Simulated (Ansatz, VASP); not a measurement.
# LiBe6Si: VASP beside Ansatz, part 2 of 3

Wanted: the spread between two codes on one cell, functional and k mesh. The cell is generated by rule, not measured, and may not be a known phase. The cell is taken from a series of runs on this material, whose earlier steps may have relaxed, scaled, displaced or heated it; both programs get it as it stands.

VASP 6.6.1 and Ansatz 0.2.0.

So far: The structure; Ansatz: zone-centre phonons, LDA.

## 3. VASP: zone-centre phonons, LDA

Level of this step: LDA; plane waves and PAW (Li_sv, Be, Si); invented cell (VASP).

The same cell, functional (in two slightly different forms), mesh and smearing now go to VASP, with its own data sets.

Lines of VASP's logs that name or quote its potential files are left out, and so is its time.

File INCAR:

```
SYSTEM = LiBe6Si
PREC = Accurate
ENCUT = 750
EDIFF = 1E-08
NELM = 120
ISMEAR = 1
SIGMA = 0.2
LREAL = .FALSE.
ALGO = Normal
GGA = CA
NBANDS = 17
LORBIT = 11
LWAVE = .FALSE.
LCHARG = .FALSE.
ISIF = 2
IBRION = 8
LASPH = .TRUE.
GGA_COMPAT = .FALSE.
KPAR = 2
```

File POSCAR:

```
LiBe6Si
1.0
    0.0000000000      3.3011547307      3.3011547307
    3.3011547307      0.0000000000      3.3011547307
    3.3011547307      3.3011547307      0.0000000000
Li Be Si
1 6 1
Direct
    0.5000000000      0.5000000000      0.5000000000
    0.5000000000      0.0000000000      0.0000000000
    0.5000000000      0.5000000000      0.0000000000
    0.0000000000      0.5000000000      0.5000000000
    0.0000000000      0.0000000000      0.5000000000
    0.0000000000      0.5000000000      0.0000000000
    0.5000000000      0.0000000000      0.5000000000
    0.0000000000      0.0000000000      0.0000000000
```

File KPOINTS:

```
Automatic mesh
0
Gamma
12 12 12
0 0 0
```

Potentials, in the order of the species: Li_sv, Be and Si (LDA family, release 64).

Run with:

```bash
$ mpirun -np 2 vasp_std
```

Output:

```text
[banner, memory and clock lines left out]
running    2 mpi-ranks, on    1 nodes
 distrk:  each k-point on    1 cores,    2 groups
 distr:  one band on    1 cores,    1 groups

 POSCAR found type information on POSCAR LiBeSi
 POSCAR found :  3 types and       8 ions
 LDA part: xc-table for (Slater(with rela. corr.)+CA(PZ))
 , standard interpolation
 POSCAR, INCAR and KPOINTS ok, starting setup
 FFT: planning ... GRIDC
 FFT: planning ... GRID_SOFT
 FFT: planning ... GRID
 WAVECAR not read
 entering main loop
       N       E                     dE             d eps       ncg     rms          rms(c)
DAV:   1     0.435359273637E+02    0.43536E+02   -0.92795E+03  2448   0.128E+03
DAV:   2    -0.257389592648E+02   -0.69275E+02   -0.66316E+02  3055   0.224E+02
DAV:   3    -0.312105070187E+02   -0.54715E+01   -0.53920E+01  4496   0.497E+01
DAV:   4    -0.313648501898E+02   -0.15434E+00   -0.15337E+00  3113   0.783E+00
DAV:   5    -0.313682234087E+02   -0.33732E-02   -0.33713E-02  3770   0.113E+00    0.506E+00
DAV:   6    -0.311305382261E+02    0.23769E+00   -0.34857E-01  3062   0.241E+00    0.283E+00
DAV:   7    -0.310877492529E+02    0.42789E-01   -0.97974E-02  3279   0.141E+00    0.655E-01
DAV:   8    -0.310830951829E+02    0.46541E-02   -0.72811E-03  3121   0.453E-01    0.186E-01
DAV:   9    -0.310825632023E+02    0.53198E-03   -0.99472E-04  3384   0.182E-01    0.113E-01
DAV:  10    -0.310825355177E+02    0.27685E-04   -0.10337E-04  3101   0.562E-02    0.121E-02
DAV:  11    -0.310825351674E+02    0.35038E-06   -0.47649E-06  3307   0.162E-02    0.120E-02
DAV:  12    -0.310825349008E+02    0.26653E-06   -0.36180E-07  3249   0.349E-03    0.754E-03
DAV:  13    -0.310825347531E+02    0.14775E-06   -0.30777E-07  3150   0.264E-03    0.133E-03
DAV:  14    -0.310825347534E+02   -0.31901E-09   -0.23977E-08  2836   0.969E-04
   1 F= -.31082535E+02 E0= -.31081913E+02  d E =-.186423E-02
 Linear response reoptimize wavefunctions to high precision
DAV:   1    -0.310825347534E+02    0.45929E-10   -0.80834E-10  2354   0.232E-04
 Linear response DOF=           4
 Linear response progress:
  Degree of freedom:   1/  4
       N       E                     dE             d eps       ncg     rms          rms(c)
RMM:   1    -0.193929449665E+00   -0.19393E+00    0.14374E+01  7573   0.318E+01
RMM:   2    -0.200528766679E+00   -0.65993E-02   -0.26131E-02 10812   0.944E-01    0.738E-02
RMM:   3    -0.200753691690E+00   -0.22493E-03   -0.53559E-03 12536   0.334E-01    0.404E-02
RMM:   4    -0.200767486335E+00   -0.13795E-04   -0.74130E-04 12887   0.105E-01    0.137E-02
RMM:   5    -0.200778979612E+00   -0.11493E-04   -0.43423E-04 13438   0.584E-02    0.426E-03
RMM:   6    -0.200783402043E+00   -0.44224E-05   -0.35700E-04 13776   0.422E-02    0.677E-04
RMM:   7    -0.200789044915E+00   -0.56429E-05   -0.32573E-04 13989   0.365E-02    0.332E-04
RMM:   8    -0.200798472380E+00   -0.94275E-05   -0.30464E-04 13660   0.336E-02    0.857E-05
RMM:   9    -0.200800691130E+00   -0.22188E-05   -0.28267E-04 14244   0.316E-02    0.147E-04
RMM:  10    -0.200798931712E+00    0.17594E-05   -0.26262E-04 13202   0.300E-02    0.508E-04
RMM:  11    -0.200806819226E+00   -0.78875E-05   -0.24843E-04 12759   0.287E-02    0.376E-04
RMM:  12    -0.200810914003E+00   -0.40948E-05   -0.22915E-04 13744   0.272E-02    0.422E-04
RMM:  13    -0.200813695957E+00   -0.27820E-05   -0.21516E-04 14594   0.260E-02    0.546E-04
RMM:  14    -0.200817837879E+00   -0.41419E-05   -0.20209E-04 12992   0.248E-02    0.590E-04
[...]
RMM:  20    -0.200834192471E+00   -0.27375E-05   -0.13145E-04 13268   0.177E-02    0.123E-03
RMM:  21    -0.200836197490E+00   -0.20050E-05   -0.12072E-04 13614   0.166E-02    0.138E-03
RMM:  22    -0.200838493606E+00   -0.22961E-05   -0.11122E-04 14039   0.154E-02    0.151E-03
RMM:  23    -0.200840534034E+00   -0.20404E-05   -0.10192E-04 13523   0.142E-02    0.164E-03
RMM:  24    -0.200841269376E+00   -0.73534E-06   -0.90200E-05 13874   0.131E-02    0.178E-03
RMM:  25    -0.200842312285E+00   -0.10429E-05   -0.76861E-05 14129   0.121E-02    0.189E-03
RMM:  26    -0.200843723852E+00   -0.14116E-05   -0.69500E-05 13788   0.111E-02    0.199E-03
RMM:  27    -0.200844955062E+00   -0.12312E-05   -0.61761E-05 12973   0.102E-02    0.208E-03
 first order change of Fermi-energy  -0.12942E-03
 force on displaced ion       1 direction 1 :  -8.133   0.000  -0.000
 Linear response progress:
  Degree of freedom:   2/  4
       N       E                     dE             d eps       ncg     rms          rms(c)
RMM:   1    -0.122718324692E-01   -0.12272E-01    0.38485E-03 24663   0.547E-01
RMM:   2    -0.112521618440E-01    0.10197E-02   -0.61626E-04 19148   0.124E-01    0.826E-02
RMM:   3    -0.109951851122E-01    0.25698E-03   -0.44869E-04 18821   0.835E-02    0.339E-02
RMM:   4    -0.111069614475E-01   -0.11178E-03   -0.17038E-04 19539   0.508E-02    0.612E-03
RMM:   5    -0.111220634003E-01   -0.15102E-04   -0.10238E-05 22010   0.133E-02    0.108E-03
RMM:   6    -0.111270538824E-01   -0.49905E-05   -0.13719E-06 23899   0.424E-03    0.438E-04
RMM:   7    -0.111260582547E-01    0.99563E-06   -0.22884E-07 24580   0.156E-03    0.136E-04
RMM:   8    -0.111262010405E-01   -0.14279E-06   -0.80015E-08 24904   0.635E-04    0.365E-05
RMM:   9    -0.111261726839E-01    0.28357E-07    0.69802E-09 25515   0.304E-04    0.713E-06
RMM:  10    -0.111261819978E-01   -0.93139E-08   -0.66564E-09 25815   0.169E-04    0.296E-06
 first order change of Fermi-energy   0.36574E-04
 force on displaced ion       2 direction 1 :  -4.377   0.000   0.000
 Linear response progress:
  Degree of freedom:   3/  4
       N       E                     dE             d eps       ncg     rms          rms(c)
RMM:   1    -0.125898925682E-01   -0.12590E-01    0.87012E-03 38535   0.877E-01
RMM:   2    -0.114535907395E-01    0.11363E-02   -0.12278E-03 34299   0.171E-01    0.893E-02
RMM:   3    -0.111792685092E-01    0.27432E-03   -0.56795E-04 34366   0.962E-02    0.369E-02
RMM:   4    -0.112953840922E-01   -0.11612E-03   -0.18409E-04 36138   0.542E-02    0.792E-03
RMM:   5    -0.113211271336E-01   -0.25743E-04   -0.18507E-05 40213   0.171E-02    0.133E-03
RMM:   6    -0.113278511346E-01   -0.67240E-05   -0.29944E-06 43116   0.635E-03    0.611E-04
RMM:   7    -0.113263779724E-01    0.14732E-05   -0.71608E-07 42855   0.258E-03    0.221E-04
RMM:   8    -0.113264409512E-01   -0.62979E-07   -0.14552E-07 44614   0.116E-03    0.514E-05
RMM:   9    -0.113265708765E-01   -0.12993E-06   -0.12493E-08 45090   0.526E-04    0.212E-05
RMM:  10    -0.113266153106E-01   -0.44434E-07   -0.10502E-08 44874   0.281E-04    0.902E-06
RMM:  11    -0.113266070827E-01    0.82279E-08    0.10763E-09 44884   0.169E-04    0.294E-06
 first order change of Fermi-energy  -0.15983E-03
 force on displaced ion       2 direction 2 :   0.000  -6.395  -0.138
 Linear response progress:
  Degree of freedom:   4/  4
       N       E                     dE             d eps       ncg     rms          rms(c)
RMM:   1    -0.247803916782E-01   -0.24780E-01    0.67526E-02 13948   0.962E-01
RMM:   2    -0.229249012792E-01    0.18555E-02   -0.18072E-03 11113   0.217E-01    0.915E-02
RMM:   3    -0.228905093171E-01    0.34392E-04   -0.75493E-04 11691   0.102E-01    0.389E-02
RMM:   4    -0.230622683797E-01   -0.17176E-03   -0.22425E-04 12493   0.527E-02    0.108E-02
RMM:   5    -0.230700794382E-01   -0.78111E-05   -0.26102E-05 13188   0.187E-02    0.191E-03
RMM:   6    -0.230846547546E-01   -0.14575E-04    0.17403E-06 13587   0.747E-03    0.981E-04
RMM:   7    -0.230795233067E-01    0.51314E-05    0.14299E-05 13757   0.349E-03    0.544E-04
RMM:   8    -0.230798624846E-01   -0.33918E-06    0.22131E-06 14261   0.147E-03    0.830E-05
RMM:   9    -0.230804182588E-01   -0.55577E-06    0.40094E-06 14319   0.699E-04    0.245E-05
RMM:  10    -0.230804200933E-01   -0.18346E-08    0.78386E-07 14684   0.360E-04    0.180E-05
RMM:  11    -0.230804521788E-01   -0.32085E-07    0.95091E-07 14549   0.220E-04    0.395E-05
RMM:  12    -0.230803820269E-01    0.70152E-07    0.19139E-07 13806   0.166E-04    0.220E-05
RMM:  13    -0.230803629959E-01    0.19031E-07    0.16380E-07 14399   0.132E-04    0.121E-05
RMM:  14    -0.230803696931E-01   -0.66973E-08    0.45475E-08 14230   0.119E-04    0.556E-06
 first order change of Fermi-energy   0.36062E-03
 force on displaced ion       8 direction 1 :  -8.746  -0.000   0.000
 Linear response finished
```

[end of part 2 of 3]

[Lines on the potential files, build, host, timing and source positions are cut from VASP's logs without a mark.]

[Logs are printed without paths, hosts, clocks, repeated set-up lines and the standing remarks that a program may print on its own settings, such as how far it seeks lower states.]

[Hosts, paths, dates, database ids (printed as entryN), source tags and the programs' standing remarks are cut or masked in the printed files.]
